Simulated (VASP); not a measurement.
```
BaF2
1.0
    0.00000     3.14422     3.14422
    3.14422     0.00000     3.14422
    3.14422     3.14422     0.00000
Ba F
1 2
Direct
  0.00000   0.00000   0.00000
  0.25000   0.25000   0.25000
  0.75000   0.75000   0.75000
```

Level of theory: HSE06 screened hybrid, VASP's PBE PAW potentials (set 64) (plane waves; VASP). Settings: 520 eV cut-off, 4×4×4 Γ-centred mesh, Gaussian smearing of 0.050 eV, potentials Ba_sv F.

Task: Give the stress tensor in GPa (positive for a compressed cell).

Result: 
```
-1.23   0.00   0.00
 0.00  -1.23   0.00
 0.00   0.00  -1.23
```
The pressure is its mean diagonal, -1.23 GPa.

The compound is BaF2 in the fluorite structure. It was relaxed first. The k-mesh is coarse (spacing up to 0.43 per Å, 2π included), so the numbers may not be converged in it. The cell's shape comes from a PBE relaxation.
